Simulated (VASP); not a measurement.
Shape and ions are relaxed at each volume.

Given:

```
SnO2
1.0
    4.77432     0.00000     0.00000
    0.00000     4.77432     0.00000
    0.00000     0.00000     3.21906
Sn O
2 4
Direct
  0.00000   0.00000   0.00000
  0.50000   0.50000   0.50000
  0.30628   0.30628   0.00000
  0.80628   0.19372   0.50000
  0.19372   0.80628   0.50000
  0.69372   0.69372   0.00000
```

The numbers are results of PBEsol GGA, VASP's PBE PAW potentials (set 64) (plane waves; VASP 6.6.1), not measurements. Settings: 520 eV cut-off, 5×5×7 Γ-centred mesh, Gaussian smearing of 0.050 eV, potentials Sn_d O.

Task: Give the energy at these volumes per atom, relative to the lowest: 11.48, 11.84, 12.21, 12.58, 12.94 Å³.

Result: 30.5, 7.5, 0.0, 5.4, 21.3 meV/atom. A third-order Birch-Murnaghan fit gives B0 = 185 GPa and B0′ = 5.4.

The compound is SnO2 in the rutile structure. It was relaxed first.
